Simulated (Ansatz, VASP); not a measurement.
Two plane-wave programs on ScAl2Sb2As

```
CELL_PARAMETERS angstrom
5.18441 0.00000 0.00000
-2.59221 4.48983 0.00000
0.00000 0.00000 5.58640
ATOMIC_POSITIONS crystal
Sc 0.00000 0.00000 0.50000
Al 0.66667 0.33333 0.77969
Al 0.33333 0.66667 0.22031
Sb 0.66667 0.33333 0.27390
Sb 0.33333 0.66667 0.72610
As 0.00000 0.00000 0.00000
```

Change from the starting cell: species swapped into the LiYbCu2P2 type (P-3m1, No. 164).

Alike in both runs: functional PBE; k mesh 6 × 6 × 4; occupations gaussian, width 0.1 eV; no spin polarisation.

Ansatz relaxed the structure, and its values are those at the end. VASP's run is a single point on that final structure, the one shown.

|  | VASP | Ansatz |
| --- | --- | --- |
| version | VASP 6.6.1 | Ansatz 0.2.0 |
| potentials or method | VASP PAW PBE potentials, release 64 (Sc_sv, Al, Sb, As) | scalar-relativistic, plane waves, PAW |
| plane-wave cutoff (eV) | 520 | 420 |
| valence electrons in the cell | 32 | 62 |

|  | VASP | Ansatz | Ansatz less VASP |
| --- | --- | --- | --- |
| gap on the k mesh at the Fermi level (eV) | none | none | - |
| pressure (GPa) | 0.0 | -0.1 | -0.13 |
| rms of the force components (eV/Å) | 0.004 | 0.005 | +0.0009 |

A gap of «none» marks a metal or a gap that the smearing closes. The two sets of potentials don't hold the same shells in valence.

Spin-orbit coupling is left out, which matters for the levels of Sb.
